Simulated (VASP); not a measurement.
An input for Quantum ESPRESSO's pw.x (written as the equivalent of a VASP run, and not itself run):

```
&CONTROL
  calculation = 'scf'
  pseudo_dir = './pseudo'
  outdir = './out'
  tprnfor = .true.
  tstress = .true.
/
&SYSTEM
  ibrav = 0
  nat = 2
  ntyp = 2
  ecutwfc = 84
  occupations = 'tetrahedra'
  input_dft = 'vdw-df-cx'
/
&ELECTRONS
  conv_thr = 7.3e-09
  electron_maxstep = 100
/
ATOMIC_SPECIES
  Ti 47.867 Ti.upf
  C 12.011 C.upf
CELL_PARAMETERS angstrom
     0.0000000    2.1540272    2.1540272
     2.1540272    0.0000000    2.1540272
     2.1540272    2.1540272    0.0000000
ATOMIC_POSITIONS crystal
  Ti   0.0000000  0.0000000  0.0000000
  C    0.5000000  0.5000000  0.5000000
K_POINTS automatic
  16 16 16 0 0 0
```

Problem. Write the VASP files for the same calculation (vdW-DF-cx).

Solution. This is not unique; one that fits is 
File POSCAR:
```
TiC
1
    0.0000000000     2.1540272077     2.1540272077
    2.1540272077     0.0000000000     2.1540272077
    2.1540272077     2.1540272077     0.0000000000
Ti C
1 1
Direct
  0.0000000000   0.0000000000   0.0000000000
  0.5000000000   0.5000000000   0.5000000000
```

KPOINTS:
```
Automatic mesh
0
Gamma
  16 16 16
0 0 0
```

**INCAR**
```
# general
SYSTEM    =  TiC
PREC      =  Accurate
ENCUT     =  520
LREAL     =  F
LASPH     =  T

# electronic loop
EDIFF     =  1E-7
NELM      =  100
ALGO      =  Normal
LMAXMIX   =  4

# smearing
ISMEAR    =  -5

# functional
GGA       =  CX
LUSE_VDW  =  T
AGGAC     =  0.0

# ions
ISIF      =  2

# output
LWAVE     =  F
LCHARG    =  T
LORBIT    =  11
NEDOS     =  601
```

POTCAR, in this order: Ti_sv C (PBE.64 set). Program: vasp_std.

Limits of the translation: the potentials are each code's own (VASP's PAW set, PseudoDojo norm-conserving files in pw.x), so ENCUT and ecutwfc are chosen apart and not converted; conv_thr bounds pw.x's estimated SCF error, while EDIFF bounds the energy change between steps.

The compound is TiC in the rock salt structure. It was relaxed first.
